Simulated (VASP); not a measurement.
Crystal: Ge3B2C3.

```
Ge B C
1.0
     5.56538    0.00000    0.00000
    -2.78269    4.81976    0.00000
     0.00000    0.00000    4.30686
Ge B C
3 2 3
Direct
  0.33333 0.66667 0.50000
  0.66667 0.33333 0.50000
  0.00000 0.00000 0.00000
  0.33333 0.66667 0.00000
  0.66667 0.33333 0.00000
  0.50000 0.00000 0.50000
  0.00000 0.50000 0.50000
  0.50000 0.50000 0.50000
```

The cell was built by a generator and needn't be a form met in nature.

| Item | Value |
| --- | --- |
| Program | VASP 6.6.1 |
| Task | relaxation of cell and atoms |
| Functional | PBE |
| Potentials or basis | VASP PAW PBE potentials, release 64 (Ge_d, B, C) |
| Cutoff | 520 eV |
| k mesh | 4 × 4 × 4 |
| Occupations | gaussian, width 0.15 eV |
| Spin | no spin polarisation |

At the start: pressure 47.4 GPa; volume 14.44 Å³/atom.

**Question.** How do energy, volume and symmetry change on relaxing?

**Answer.** Over 10 steps the energy falls by 720.3 meV/atom and the volume is 19.17 Å³/atom (+32.7 %); space group P6/mmm (No. 191, to 0.05 Å).

Step by step:
```
step  energy change (eV)  largest force (eV/Å)  pressure (GPa)  volume (Å³)
   1              0.0000                0.0000           47.42       115.53
   2             -3.4879                0.0000          -11.38       200.08
   3             -5.7054                0.0000           -0.94       156.30
   4             -5.7063                0.0000           -0.87       155.42
   5             -5.7041                0.0000            0.80       154.55
   6             -5.7437                0.0000            0.16       153.50
   7             -5.7499                0.0000            1.41       150.30
   8             -5.7576                0.0000            0.86       151.68
   9             -5.7595                0.0000           -0.77       154.56
  10             -5.7622                0.0000           -0.15       153.32
```

Final structure:
```
Ge B C
1.0
     6.40852    0.00000    0.00000
    -3.20426    5.54994    0.00000
     0.00000    0.00000    4.31086
Ge B C
3 2 3
Cartesian
  0.0000 3.7000 2.1554
  3.2043 1.8500 2.1554
  0.0000 0.0000 0.0000
  0.0000 3.7000 0.0000
  3.2043 1.8500 0.0000
  3.2043 0.0000 2.1554
  -1.6021 2.7750 2.1554
  1.6021 2.7750 2.1554
```

Caveat: the k mesh is coarse (spacing up to 0.36 Å⁻¹), so the values aren't converged; the volume moved by over 15 % at a fixed basis, so the end points are rough.
